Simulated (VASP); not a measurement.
Runs of VASP 6.6.1 on F2AlI. The cell holds a molecule in a box, 4 atoms: a = 12.000 Å, b = 12.000 Å, c = 12.000 Å, α = 90.00°, β = 90.00°, γ = 90.00°. 

```csv
level,potentials or basis,cutoff (eV),grid for exact exchange (PRECFOCK),exchange at q = 0,gap on the mesh (eV),largest force (eV/Å)
vdW-DF2,"VASP PAW PBE potentials, release 64 (F, Al, I)",520,-,-,4.41,1.01
B3LYP+D3(BJ),"VASP PAW PBE potentials, release 64 (F_h, Al, I)",900,Normal,truncated,6.14,0.22
revPBE+D4,"VASP PAW PBE potentials, release 64 (F, Al, I)",520,-,-,4.79,(b)
PBE0+D3(BJ),"VASP PAW PBE potentials, release 64 (F, Al, I)",520,Fast,truncated,(c),0.13
RPBE+D3(BJ),"VASP PAW PBE potentials, release 64 (F, Al, I)",520,-,-,(a),0.83
```

Alike in all rows: task single point; no spin polarisation; cell as given; k mesh 1 × 1 × 1; smearing gaussian 0.01 eV.

**Question.** Fill in the values left out.

**Answer.** (a) 4.77; (b) 0.78; (c) 6.68.

Caveats: the PAW data sets were made with another functional, which shifts forces and pressure a little; spin-orbit coupling is left out, which moves the levels of the heavy elements.

A k mesh can miss the band edges, and the runs leave out spin-orbit coupling on I.

Runs at the PBE level aren't shown here.
